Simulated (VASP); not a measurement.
Here is the system:

```yaml
crystal:
  lattice:
    - [3.19363, 0.00000, 0.00000]
    - [-1.59682, 2.76577, 0.00000]
    - [0.00000, 0.00000, 12.51476]
  atoms:
    - { symbol: W, position: [0.66667, 0.33333, 0.75000] }
    - { symbol: W, position: [0.33333, 0.66667, 0.25000] }
    - { symbol: S, position: [0.66667, 0.33333, 0.37610] }
    - { symbol: S, position: [0.33333, 0.66667, 0.87610] }
    - { symbol: S, position: [0.33333, 0.66667, 0.62390] }
    - { symbol: S, position: [0.66667, 0.33333, 0.12390] }
```

Computed with optB88-vdW, VASP's PBE PAW potentials (set 64) (plane waves; VASP). Settings: 480 eV cut-off, 7×7×2 Γ-centred mesh, Gaussian smearing of 0.050 eV, potentials W_sv S.

What does the run give for the energy per atom (σ→0)?

```yaml
energy per atom (σ→0): -5.781 eV/atom
```

Total energies compare only between runs with the same potentials, cut-off and functional.

The compound is WS2 in the 2H layered structure. It was relaxed first. The start is the result of an earlier pass.
